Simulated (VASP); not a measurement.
All values below come from PBE GGA, VASP's PBE PAW potentials (set 64) (plane waves; VASP).

A VASP calculation is set up with these files.

POSCAR:
```
TiCo
3.0114220
  1.0000000000   0.0000000000   0.0000000000
  0.0000000000   1.0020980122   0.0000000000
  0.0000000000   0.0000000000   1.0043245351
Ti Co
1 1
Cart
  0.0000000000   0.0000000000   0.0000000000
  0.5309000000   0.5010490061   0.5021622675
```

INCAR:
```
SYSTEM=TiCo
PREC=Accurate; ENCUT=400; LREAL=.FALSE.
LASPH=.TRUE.
EDIFF=1E-6; NELM=100; ALGO=Normal
LMAXMIX=4
ISMEAR=2; SIGMA=0.2
GGA=PE
ISIF=2
LWAVE=.FALSE.; LCHARG=.FALSE.
```

### KPOINTS
```
Automatic
0
Gamma
  11 11 11
0 0 0
```

POTCAR, in this order: Ti_sv Co (PBE.64 set). Program: vasp_std.

Output of the run:

OUTCAR:
```
 ion  position               nearest neighbor table
   1  0.000  0.000  0.000-   2 2.56   2 2.56   2 2.56   2 2.56   2 2.67   2 2.67   2 2.67   2 2.67
  LATTYP: Found a simple orthorhombic cell.
 ALAT       =     3.0114220000
 B/A-ratio  =     1.0020980122
 C/A-ratio  =     1.0043245351
 Subroutine PRICEL returns:
 Original cell was already a primitive cell.
 Subroutine GETGRP returns: Found  4 space group operations
The static configuration has the point symmetry C_2v.
The dynamic configuration has the point symmetry C_2v.
 Subroutine INISYM returns: Found  4 space group operations
 Subroutine IBZKPT returns following result:
 Found    216 irreducible k-points:

 Following reciprocal coordinates:
            Coordinates               Weight
  0.000000  0.000000  0.000000      1.000000
  0.090909  0.000000  0.000000      2.000000
  0.181818  0.000000  0.000000      2.000000
  0.272727  0.000000  0.000000      2.000000
  0.363636  0.000000  0.000000      2.000000
  0.454545  0.000000  0.000000      2.000000
  0.000000  0.090909  0.000000      2.000000
  0.090909  0.090909  0.000000      4.000000
  0.181818  0.090909  0.000000      4.000000
  0.272727  0.090909  0.000000      4.000000
  0.363636  0.090909  0.000000      4.000000
  0.454545  0.090909  0.000000      4.000000
  0.000000  0.181818  0.000000      2.000000
  0.090909  0.181818  0.000000      4.000000
  0.181818  0.181818  0.000000      4.000000
  0.272727  0.181818  0.000000      4.000000
  0.363636  0.181818  0.000000      4.000000
  0.454545  0.181818  0.000000      4.000000
  0.000000  0.272727  0.000000      2.000000
  0.090909  0.272727  0.000000      4.000000
  0.181818  0.272727  0.000000      4.000000
  0.272727  0.272727  0.000000      4.000000
  0.363636  0.272727  0.000000      4.000000
...
```

OSZICAR:
```
       N       E                     dE             d eps       ncg     rms          rms(c)
DAV:   1     0.134222413404E+03    0.13422E+03   -0.89588E+03  6048   0.157E+03
DAV:   2    -0.100187883451E+02   -0.14424E+03   -0.14178E+03  6180   0.376E+02
DAV:   3    -0.177750020562E+02   -0.77562E+01   -0.77022E+01  9456   0.981E+01
DAV:   4    -0.179902787317E+02   -0.21528E+00   -0.21458E+00  7160   0.138E+01
DAV:   5    -0.179991236132E+02   -0.88449E-02   -0.88446E-02  9144   0.256E+00    0.125E+01
DAV:   6    -0.158365328833E+02    0.21626E+01   -0.12816E+01  8192   0.536E+01    0.531E+00
DAV:   7    -0.192288049624E+02   -0.33923E+01   -0.31337E+01 10714   0.492E+01    0.266E+01
DAV:   8    -0.155616421238E+02    0.36672E+01   -0.21277E+01  9482   0.420E+01    0.177E+00
DAV:   9    -0.155992480380E+02   -0.37606E-01   -0.27862E-01  7176   0.480E+00    0.184E+00
DAV:  10    -0.155861573105E+02    0.13091E-01   -0.75738E-02  9238   0.348E+00    0.556E-01
DAV:  11    -0.155839919005E+02    0.21654E-02   -0.58416E-03  8020   0.842E-01    0.362E-01
DAV:  12    -0.155829671642E+02    0.10247E-02   -0.34906E-03  8742   0.516E-01    0.918E-02
DAV:  13    -0.155828819452E+02    0.85219E-04   -0.27643E-04  7924   0.145E-01    0.426E-02
DAV:  14    -0.155828712945E+02    0.10651E-04   -0.54126E-05  9724   0.658E-02    0.912E-03
DAV:  15    -0.155828700793E+02    0.12152E-05   -0.12298E-05  7494   0.385E-02    0.226E-03
DAV:  16    -0.155828701706E+02   -0.91376E-07   -0.50800E-07  3546   0.946E-03
   1 F= -.15582870E+02 E0= -.15582987E+02  d E =0.468624E-03
```

OUTCAR:
```
------------------------ aborting loop because EDIFF is reached ----------------------------------------
  FORCE on cell =-STRESS in cart. coord.  units (eV):
  Direction    XX          YY          ZZ          XY          YZ          ZX
  --------------------------------------------------------------------------------------
  Total       -1.4020774     -1.3521000     -1.3622428      0.0000000      0.0000000      0.0000000
  in kB      -81.7303682    -78.8170640    -79.4083150      0.0000000      0.0000000      0.0000000
  external PRESSURE =     -79.9852491 kB  Pullay stress =       0.0000000 kB
  volume of cell :       27.49
      direct lattice vectors                 reciprocal lattice vectors
     3.011422000  0.000000000  0.000000000     0.332069036  0.000000000  0.000000000
     0.000000000  3.017740000  0.000000000     0.000000000  0.331373810  0.000000000
     0.000000000  0.000000000  3.024445000     0.000000000  0.000000000  0.330639175
 POSITION                                       TOTAL-FORCE (eV/Angst)
 -----------------------------------------------------------------------------------
      0.00000      0.00000      0.00000         0.328568      0.000000      0.000000
      1.59876      1.50887      1.51222        -0.328568      0.000000      0.000000
 -----------------------------------------------------------------------------------
    total drift:                                0.000332      0.000000      0.000008
  FREE ENERGIE OF THE ION-ELECTRON SYSTEM (eV)
  ---------------------------------------------------
  free  energy   TOTEN  =       -15.5828701706 eV

  energy  without entropy=      -15.5833387947  energy(sigma->0) =      -15.58298733
```
(Selected blocks of OUTCAR.)

The compound is TiCo in the CsCl type structure. The cell was not relaxed at this level, atoms are displaced from their ideal sites. The run is one of a series of settings (ISMEAR = 2, SIGMA = 0.2 against the base run), some of them coarse on purpose. The run is not spin-polarised, so no magnetic state was tried. The electron count is odd and the run is not spin-polarised, which forces a metal.
